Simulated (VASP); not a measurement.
Bulk modulus of diamond and zinc-blende semiconductors: measurement against SCAN

Computed values from VASP (plane waves, PAW); cells keep the symmetry of their structure type. Static lattice, from a third-order Birch-Murnaghan fit over five volumes at each level.

Here x stands for SCAN B0 and y for measured B0.

```
solid  SCAN B0 (GPa)  measured B0 (GPa)  cut-off (eV)  basis of the measured value
-----  -------------  -----------------  ------------  ---------------------------
InAs            57.1               58.6           520    0 K, zero-point corrected
Ge              68.7               77.3           520    0 K, zero-point corrected
InP             69.6               72.0           520    0 K, zero-point corrected
GaAs            72.7               76.7           520    0 K, zero-point corrected
Si              99.3              100.8           520    0 K, zero-point corrected
SiC            227.8              229.1           520    0 K, zero-point corrected
BN             393.7              410.2           520    0 K, zero-point corrected
C              457.9                  ?           520    0 K, zero-point corrected
```

Task: Using a straight line, estimate the missing y at x = 457.9 from the other rows, showing the fit.

Result: With u = x - 141, the rows have u = -83.90, -72.30, -71.40, -68.30, -41.70, 86.80, 252.70. Means: u 0.27143, y 146.39. About the means, the sum of products is 98177 and the sum of squares of u is 95159; the slope is their ratio. Least squares gives y = 146.11 + 1.03171·u. Residuals (row less fit): -0.95, 5.78, -0.45, 1.06, -2.29, -6.56, 3.38; standard error 4.37 (degrees of freedom: 5). The slope is 1.03 with a standard error of 0.014. Before the fit, SCAN less measured has mean -5.11, mean absolute 5.11 and median absolute 2.40 GPa over these 7 rows. At the withheld row, u = 316.90, so y = 146.11 + 1.03171 × 316.90 = 473.06 GPa. The measured value is 454.7 GPa, 18.36 GPa below the prediction (4.6 % of the range of y in the table). The row lies outside the fitted rows, so this is an extrapolation. From the scatter of the fitted rows alone, a prediction at this place has a standard error of 6.47 GPa, so the miss is 2.8 times that.

Plain SCAN misses this row by 3.2 GPa. The rows are a random draw of 8 from the 11 solids that have both values on this basis (zero-point corrected by the source), of 21 computed in this series. Not drawn: V to Ni and open 4f shells, rows kept for tests, unfit runs, cells that left their space group, values derived or compiled from fits, values whose temperature is given only as extrapolated, encyclopaedia, home-page and unnamed sources, sources from 2025 on. Measured values as quoted by these papers, many of them computational: InAs Daniel Mejia-Rodriguez et al., Physical Review B (2018), arXiv:1807.09216; Ge Tanner et al., (2021), arXiv:2110.11888; InP Daniel Mejia-Rodriguez et al., Physical Review B (2018), arXiv:1807.09216; GaAs Daniel Mejia-Rodriguez et al., Physical Review B (2018), arXiv:1807.09216; Si Jianwei Sun et al., Physical Review B (2011), doi:10.1103/physrevb.84.035117; SiC Daniel Mejia-Rodriguez et al., Physical Review B (2018), arXiv:1807.09216; BN Daniel Mejia-Rodriguez et al., Physical Review B (2018), arXiv:1807.09216; C Daniel Mejia-Rodriguez et al., Physical Review B (2018), arXiv:1807.09216.
